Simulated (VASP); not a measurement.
## Lattice constant a of diamond and zinc-blende semiconductors: measurement against LDA

Computed values from VASP (plane waves, PAW); cells keep the symmetry of their structure type. Static lattice, each level at its own minimum.

Here x stands for LDA a and y for measured a.

```csv
solid,LDA a (Å),measured a (Å),cut-off (eV),basis of the measured value
BN,3.584,?,520,"0 K, zero-point corrected"
SiC,4.332,4.346,520,"0 K, zero-point corrected"
GaAs,5.611,5.640,520,"0 K, zero-point corrected"
Ge,5.626,5.644,520,"0 K, zero-point corrected"
AlAs,5.638,5.649,520,"0 K, zero-point corrected"
InP,5.829,5.858,520,"0 K, zero-point corrected"
Sn,6.475,6.477,520,"0 K, zero-point corrected"
```

**Question.** Using a straight line, estimate the missing y at x = 3.584 from the other rows, showing the fit.

**Answer.** With u = x - 5.6, the rows have u = -1.2680, 0.0110, 0.0260, 0.0380, 0.2290, 0.8750. Means: u -0.014833, y 5.6023. About the means, the sum of products is 2.4202 and the sum of squares of u is 2.4268; the slope is their ratio. Least squares gives y = 5.6171 + 0.99727·u. Residuals (row less fit): -0.0066, 0.0119, 0.0010, -0.0060, 0.0125, -0.0127; standard error 0.0116 (degrees of freedom: 4). The slope is 0.997 with a standard error of 0.0075. Before the fit, LDA less measured has mean -0.0172, mean absolute 0.0172 and median absolute 0.0160 Å over these 6 rows. At the withheld row, u = -2.0160, so y = 5.6171 + 0.99727 × (-2.0160) = 3.6066 Å. The measured value is 3.593 Å, 0.0136 Å below the prediction (0.5 % of the range of y in the table). The row lies outside the fitted rows, so this is an extrapolation. From the scatter of the fitted rows alone, a prediction at this place has a standard error of 0.0195 Å, so the miss is 0.7 times that.

Plain LDA misses this row by -0.009 Å. Sn is here grey tin, stable below 13 °C. The rows are a random draw of 7 from the 13 solids that have both values on this basis (zero-point corrected by the source), of 27 computed in this series. Not drawn: V to Ni and open 4f shells, rows kept for tests, unfit runs, cells that left their space group, values derived or compiled from fits, values whose temperature is given only as extrapolated, encyclopaedia, home-page and unnamed sources, sources from 2025 on. Measured values as quoted by these papers, many of them computational: BN Tamar Goldzak et al., The Journal of Chemical Physics (2022), arXiv:2208.04865; SiC Daniel Mejia-Rodriguez et al., Physical Review B (2018), arXiv:1807.09216; GaAs Daniel Mejia-Rodriguez et al., Physical Review B (2018), arXiv:1807.09216; Ge Daniel Mejia-Rodriguez et al., Physical Review B (2018), arXiv:1807.09216; AlAs Daniel Mejia-Rodriguez et al., Physical Review B (2018), arXiv:1807.09216; InP Daniel Mejia-Rodriguez et al., Physical Review B (2018), arXiv:1807.09216; Sn Daniel Mejia-Rodriguez et al., Physical Review B (2018), arXiv:1807.09216.
